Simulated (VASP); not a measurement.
A 59-atom supercell of SrTiO₃ (cubic perovskite) holds Sr vacancy in charge state -1. It is relaxed twice, with the total moment held at 1 and at 3 μB. These are PBE GGA, VASP's PBE PAW potentials (set 64) (plane waves; VASP) values and carry that method's errors. Run with PREC = Normal, LREAL = Auto, ISYM = 0, NELECT = 375.0, EDIFF = 1E-5, 400 eV cut-off, 1×1×1 Γ-centred mesh, Gaussian smearing of 0.050 eV, potentials Sr_sv Ti O.

The cell is charged, with a uniform compensating background. The supercell is sampled at Γ alone, which is coarse: total energies, pressure and levels can be off, energies of defects by several tenths of an eV.

### Question
Which spin state lies lower, and by how much?

### Answer
The state with 1 μB lies lower, by 2.18 eV.

The cell is a supercell with a defect, built from SrTiO3 (cubic perovskite, the ideal cubic form; the compound distorts at low or room temperature).
